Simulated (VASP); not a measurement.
Energy against volume of Pd (fcc). Level of theory: AM05 GGA, VASP's PBE PAW potentials (set 64) (plane waves; VASP 6.6.1). Settings: 520 eV cut-off, 16×16×16 Γ-centred mesh, first-order Methfessel-Paxton smearing of 0.10 eV, potentials Pd.

```csv
V (Å³/atom),E (eV/atom)
14.044,-5.65160
14.479,-5.66062
14.913,-5.65309
15.347,-5.63194
```

Question: Fit these four points and predict the energy of the run at 13.610 Å³/atom.

Answer: A cubic in V^(−2/3), the third-order Birch-Murnaghan form, passes through the four points with V0 = 14.48 Å³/atom and B0 = 202 GPa, and gives -5.6226 eV/atom there. The run gave -5.6224 eV/atom, +0.1 meV/atom from the fit; all five points give B0 = 203 GPa.

The compound is Pd in the fcc structure. It was relaxed first.
